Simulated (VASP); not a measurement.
Data:

```yaml
crystal:
  lattice:
    - [3.82943, 0.00000, 0.00000]
    - [-1.91471, 3.31638, 0.00000]
    - [0.00000, 0.00000, 6.32232]
  atoms:
    - { symbol: Si, position: [0.33333, 0.66667, 0.06279] }
    - { symbol: Si, position: [0.66667, 0.33333, 0.93721] }
    - { symbol: Si, position: [0.66667, 0.33333, 0.56279] }
    - { symbol: Si, position: [0.33333, 0.66667, 0.43721] }
```

All values below come from PBEsol GGA, VASP's PBE PAW potentials (set 64) (plane waves; VASP). Numerical set-up: 400 eV cut-off, 8×8×4 Γ-centred mesh, tetrahedra with Blöchl corrections, potentials Si.

The cores are frozen, which limits the accuracy of field gradients.

Give the principal components of the electric field gradient (V/Å²) and the asymmetry η at each nucleus.

| atom | Vxx | Vyy | Vzz | η |
|---|---|---|---|---|
| Si1 | -2.1 | -2.1 | 4.2 | 0.00 |
| Si2 | -2.1 | -2.1 | 4.2 | 0.00 |
| Si3 | -2.1 | -2.1 | 4.2 | 0.00 |
| Si4 | -2.1 | -2.1 | 4.2 | 0.00 |

The structure comes from a computed database's Si entry (P6_3/mmc); how it stands against other phases isn't given here. It was relaxed first.
